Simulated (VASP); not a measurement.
An input for Quantum ESPRESSO's pw.x (written as the equivalent of a VASP run, and not itself run):

```
&CONTROL
  calculation = 'vc-relax'
  pseudo_dir = './pseudo'
  outdir = './out'
  tprnfor = .true.
  tstress = .true.
  nstep = 60
  forc_conv_thr = 0.00078
/
&SYSTEM
  ibrav = 0
  nat = 3
  ntyp = 2
  ecutwfc = 58
  occupations = 'smearing'
  smearing = 'methfessel-paxton'
  degauss = 0.00735
  input_dft = 'pbesol'
/
&ELECTRONS
  conv_thr = 7.3e-08
  electron_maxstep = 100
/
&IONS
/
&CELL
  cell_dofree = 'shape'
/
ATOMIC_SPECIES
  Ta 180.948 Ta.upf
  S 32.060 S.upf
CELL_PARAMETERS angstrom
     3.3549812   -0.0000002   -0.0000000
    -1.6774903    2.9054991   -0.0000000
     0.0000000   -0.0000000   21.6855847
ATOMIC_POSITIONS crystal
  Ta   0.0000000  0.0000000  0.5000000
  S    0.3333330  0.6666670  0.5699097
  S    0.6666670  0.3333330  0.4300903
K_POINTS automatic
  10 10 1 0 0 0
```

Task: Write the VASP files for the same calculation (PBEsol).

Result: This is not unique; one that fits is 
### INCAR
```
ALGO  =  Normal
EDIFF  =  1E-6
EDIFFG  =  -0.02
ENCUT  =  400
GGA  =  PS
IBRION  =  2
ISIF  =  4
ISMEAR  =  1
LASPH  =  .True.
LCHARG  =  .False.
LMAXMIX  =  6
LREAL  =  .False.
LWAVE  =  .False.
NELM  =  100
NSW  =  60
PREC  =  Accurate
SIGMA  =  0.1
SYSTEM  =  TaS2
```

### POSCAR
```
TaS2
1
    3.3549812462    -0.0000001975    -0.0000000000
   -1.6774903271     2.9054990914    -0.0000000000
    0.0000000000    -0.0000000000    21.6855847456
Ta S
1 2
Direct
  0.0000000000   0.0000000000   0.5000000000
  0.3333330000   0.6666670000   0.5699096865
  0.6666670000   0.3333330000   0.4300903135
```

**KPOINTS**
```
Automatic
0
gamma
 10 10 1
```

POTCAR, in this order: Ta_pv S (PBE.64 set). Program: vasp_std.

The two are equivalent in intent, not identical: the potentials are each code's own (VASP's PAW set, PseudoDojo norm-conserving files in pw.x), so ENCUT and ecutwfc are chosen apart and not converted; conv_thr bounds pw.x's estimated SCF error, while EDIFF bounds the energy change between steps; forc_conv_thr acts on force components and is met together with etot_conv_thr.

The cell is a sheet with vacuum, built from a generated structure.
